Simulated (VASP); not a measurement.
Calculation: r2SCAN meta-GGA, VASP's PBE PAW potentials (set 64) (plane waves; VASP).

Input for VASP

**KPOINTS**
```
Automatic mesh
0
Gamma
8 8 8
0 0 0
```

**INCAR**
```
! general
SYSTEM   =  CdTe
PREC     =  Accurate
ENCUT    =  520
LREAL    =  .False.   ! projection in real space or not
LASPH    =  .True.   ! aspherical one-centre terms

! electronic loop
EDIFF    =  1E-7
NELM     =  100   ! most electronic steps
ALGO     =  Normal
LMAXMIX  =  4
LMIXTAU  =  .True.

! smearing
ISMEAR   =  -5

! functional
METAGGA  =  R2SCAN

! ions
ISIF     =  2

! output
LWAVE    =  .False.
LCHARG   =  .False.
LORBIT   =  11
NEDOS    =  601
```

POSCAR:
```
CdTe
1
    0.0000000000     3.2817145013     3.2817145013
    3.2817145013     0.0000000000     3.2817145013
    3.2817145013     3.2817145013     0.0000000000
Cd Te
1 1
Direct
  0.0000000000   0.0000000000   0.0000000000
  0.2500000000   0.2500000000   0.2500000000
```

KPOINTS_OPT:
```
k-points along high-symmetry lines
10
Line-mode
Reciprocal
  0.000000   0.000000   0.000000 ! GAMMA
 -0.500000  -0.500000   0.000000 ! X

 -0.500000  -0.500000   0.000000 ! X
 -0.375000  -0.375000   0.250000 ! U

 -0.375000  -0.000000   0.375000 ! K
  0.000000   0.000000   0.000000 ! GAMMA

  0.000000   0.000000   0.000000 ! GAMMA
  0.000000   0.000000   0.500000 ! L

  0.000000   0.000000   0.500000 ! L
 -0.500000  -0.250000   0.250000 ! W

 -0.500000  -0.250000   0.250000 ! W
 -0.500000  -0.500000   0.000000 ! X
```

POTCAR, in this order: Cd Te (PBE.64 set). Program: vasp_std.

The resulting files:

### OSZICAR
```
       N       E                     dE             d eps       ncg     rms          rms(c)
DAV:   1     0.605874265363E+02    0.60587E+02   -0.83804E+03   754   0.121E+03
DAV:   2    -0.467369447570E+02   -0.10732E+03   -0.10277E+03   834   0.282E+02
DAV:   3    -0.511905412914E+02   -0.44536E+01   -0.44430E+01   914   0.612E+01
DAV:   4    -0.512255987770E+02   -0.35057E-01   -0.35054E-01  1016   0.509E+00
DAV:   5    -0.512257736275E+02   -0.17485E-03   -0.17485E-03   884   0.289E-01    0.532E+00
DAV:   6    -0.469298541452E+02    0.42959E+01   -0.32254E+00   759   0.268E+01    0.688E+00
DAV:   7    -0.466450811670E+02    0.28477E+00   -0.21941E-01   754   0.626E+00    0.444E+00
DAV:   8    -0.468101993842E+02   -0.16512E+00   -0.21904E-01   814   0.500E+00    0.930E-01
DAV:   9    -0.465718499783E+02    0.23835E+00   -0.24234E-01   754   0.473E+00    0.532E-01
DAV:  10    -0.466210189428E+02   -0.49169E-01   -0.33417E-02   754   0.178E+00    0.325E-01
DAV:  11    -0.466426976309E+02   -0.21679E-01   -0.15752E-02   754   0.126E+00    0.635E-02
DAV:  12    -0.466427460371E+02   -0.48406E-04   -0.92231E-04   809   0.351E-01    0.605E-02
DAV:  13    -0.466442984458E+02   -0.15524E-02   -0.45324E-03   754   0.663E-01    0.580E-02
DAV:  14    -0.466417708938E+02    0.25276E-02   -0.14349E-03   809   0.315E-01    0.431E-02
DAV:  15    -0.466444058384E+02   -0.26349E-02   -0.84737E-04   754   0.251E-01    0.380E-02
DAV:  16    -0.466449911731E+02   -0.58533E-03   -0.13303E-04   799   0.123E-01    0.199E-02
DAV:  17    -0.466452616923E+02   -0.27052E-03   -0.17740E-04   754   0.126E-01    0.355E-03
DAV:  18    -0.466452775885E+02   -0.15896E-04   -0.17292E-05   884   0.412E-02    0.680E-03
DAV:  19    -0.466452767386E+02    0.84988E-06   -0.90972E-07   774   0.117E-02    0.205E-03
DAV:  20    -0.466452768758E+02   -0.13722E-06   -0.54347E-07   764   0.788E-03    0.486E-03
DAV:  21    -0.466452771558E+02   -0.27996E-06   -0.23208E-07   764   0.609E-03    0.135E-03
DAV:  22    -0.466452773856E+02   -0.22981E-06   -0.40463E-08   482   0.238E-03    0.237E-04
DAV:  23    -0.466452773746E+02    0.11035E-07   -0.64435E-09   382   0.803E-04
   1 F= -.46645277E+02 E0= -.46645277E+02  d E =0.000000E+00
       N       E                     dE             ncg
       N       E                     dE             ncg
       N       E                     dE             ncg
```

**OUTCAR**
```
------------------------ aborting loop because EDIFF is reached ----------------------------------------
  FORCE on cell =-STRESS in cart. coord.  units (eV):
  Direction    XX          YY          ZZ          XY          YZ          ZX
  --------------------------------------------------------------------------------------
  Total       -0.0033012     -0.0033012     -0.0033012      0.0000000      0.0000000      0.0000000
  in kB       -0.0748259     -0.0748259     -0.0748259      0.0000000      0.0000000      0.0000000
  external PRESSURE =      -0.0748259 kB  Pullay stress =       0.0000000 kB
  volume of cell :       70.69
      direct lattice vectors                 reciprocal lattice vectors
     0.000000000  3.281714501  3.281714501    -0.152359384  0.152359384  0.152359384
     3.281714501  0.000000000  3.281714501     0.152359384 -0.152359384  0.152359384
     3.281714501  3.281714501  0.000000000     0.152359384  0.152359384 -0.152359384
  FREE ENERGIE OF THE ION-ELECTRON SYSTEM (eV)
  ---------------------------------------------------
  free  energy   TOTEN  =       -46.6452773746 eV

  energy  without entropy=      -46.6452773746  energy(sigma->0) =      -46.64527737

 total charge

# of ion       s       p       d       tot
------------------------------------------
    1        0.444   0.292   9.549  10.285
    2        1.352   2.091   0.019   3.462
--------------------------------------------------
tot          1.796   2.383   9.567  13.747
```
(Selected blocks of OUTCAR.)

The compound is CdTe in the zinc blende structure. It was relaxed first.
